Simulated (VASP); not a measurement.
VASP ran on this input.

File KPOINTS:
```
Automatic mesh
0
Gamma
9 9 9
0 0 0
```

### INCAR
```
ALGO = Normal
EDIFF = 1E-6
EDIFFG = -0.01
ENCUT = 520
GGA = PE
IBRION = 2
ISIF = 3
ISMEAR = 1
LASPH = .True.
LCHARG = .False.
LMAXMIX = 6
LREAL = .False.
LWAVE = .False.
NELM = 100
NSW = 60
PREC = Accurate
SIGMA = 0.1
SYSTEM = LaB
```

File POSCAR:
```
LaB
1
    0.0000000000     3.0242726928     3.0242726928
    3.0242726928     0.0000000000     3.0242726928
    3.0242726928     3.0242726928     0.0000000000
La B
1 1
Direct
  0.0000000000   0.0000000000   0.0000000000
  0.2500000000   0.2500000000   0.2500000000
```

POTCAR, in this order: La B (PBE.64 set). Program: vasp_std.

Problem. Translate this PBE calculation to Ansatz.

Solution. One equivalent input (not run):
Ansatz 0.2 input:
```yaml
crystal:
  lattice:
    - [0.0000000, 3.0242727, 3.0242727]
    - [3.0242727, 0.0000000, 3.0242727]
    - [3.0242727, 3.0242727, 0.0000000]
  atoms:
    - { symbol: La, position: [0.0000000, 0.0000000, 0.0000000] }
    - { symbol: B, position: [0.2500000, 0.2500000, 0.2500000] }
kpoints:
  mp_grid: { grid: [9, 9, 9] }
hamiltonian:
  xc: pbe
  pseudopotentials: { kind: paw }
scf:
  occupations: { method: methfessel_paxton, width: 0.1 }
  max_iter: 100
relax:
  max_steps: 60
  f_tol: 0.01
  cell: {}
output: { forces: true, stress: true, eigenvalues: true }
```
The two are equivalent in intent, not identical: each code has its own PAW files, so the cut-off isn't converted (ENCUT is set for VASP's; basis.ecutwfc is left out, and Ansatz then takes the one that its files recommend); Ansatz stops its SCF on the density residual and VASP on the energy change (EDIFF).

The structure was generated: LaB was put into the zinc blende type (F-43m), which need not be its known phase. It was relaxed first, which changed the volume by -27 %. The start is the result of an earlier pass.
